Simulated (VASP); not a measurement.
Shape and ions are relaxed at each volume.

Here is the system:

```
CELL_PARAMETERS angstrom
      1.13074    -1.95850     0.00000
      1.13074     1.95850     0.00000
      0.00000     0.00000     3.57299
ATOMIC_POSITIONS crystal
  Be 0.33333 0.66667 0.25000
  Be 0.66667 0.33333 0.75000
```

Level of theory: PBE GGA, VASP's PBE PAW potentials (set 64) (plane waves; VASP). Numerical set-up: 520 eV cut-off, 18×18×10 Γ-centred mesh, first-order Methfessel-Paxton smearing of 0.10 eV, potentials Be.

Question: Give the energy at these volumes per atom, relative to the lowest: 7.44, 7.68, 7.92, 8.15, 8.39 Å³.

Answer: 11.7, 2.8, 0.0, 2.7, 10.2 meV/atom. A third-order Birch-Murnaghan fit gives B0 = 123 GPa and B0′ = 3.3.

The compound is Be in the hcp structure. It was relaxed first.
